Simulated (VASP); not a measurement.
An input for Ansatz (written as the equivalent of a VASP run, and not itself run):

Ansatz 0.2 input:
```yaml
crystal:
  lattice:
    - [0.0000000, 2.7667512, 2.7667512]
    - [2.7667512, 0.0000000, 2.7667512]
    - [2.7667512, 2.7667512, 0.0000000]
  atoms:
    - { symbol: Ba, position: [0.0000000, 0.0000000, 0.0000000] }
    - { symbol: O, position: [0.5000000, 0.5000000, 0.5000000] }
kpoints:
  mp_grid: { grid: [9, 9, 9] }
hamiltonian:
  xc: pbesol
  pseudopotentials: { kind: paw }
scf:
  occupations: { method: tetrahedron }
  max_iter: 100
output: { forces: true, stress: true, eigenvalues: true }
```

Question: Write the VASP files for the same calculation (PBEsol).

Answer: This is not unique; one that fits is 
POSCAR:
```
BaO
1
   -0.0000000000     2.7667512338     2.7667512338
    2.7667512338     0.0000000000     2.7667512338
    2.7667512338     2.7667512338    -0.0000000000
Ba O
1 1
Direct
  0.0000000000   0.0000000000   0.0000000000
  0.5000000000   0.5000000000   0.5000000000
```

INCAR:
```
! general
SYSTEM   =  BaO
PREC     =  Accurate
ENCUT    =  520   ! plane-wave cut-off (eV)
LREAL    =  .False.
LASPH    =  .True.

! electronic loop
EDIFF    =  1E-7   ! SCF stop (eV)
NELM     =  100
ALGO     =  Normal   ! blocked Davidson
LMAXMIX  =  4   ! l cut-off of mixed one-centre charges

! smearing
ISMEAR   =  -5

! functional
GGA      =  PS

! ions
ISIF     =  2   ! forces and stress, cell fixed

! output
LWAVE    =  .False.
LCHARG   =  .True.
LORBIT   =  11
NEDOS    =  601
```

**KPOINTS**
```
Automatic mesh
0
Gamma
9 9 9
0 0 0
```

POTCAR, in this order: Ba_sv O (PBE.64 set). Program: vasp_std.

The two are equivalent in intent, not identical: each code has its own PAW files, so the cut-off isn't converted (ENCUT is set for VASP's; basis.ecutwfc is left out, and Ansatz then takes the one that its files recommend); Ansatz stops its SCF on the density residual and VASP on the energy change (EDIFF).

The compound is BaO in the rock salt structure. It was relaxed first.
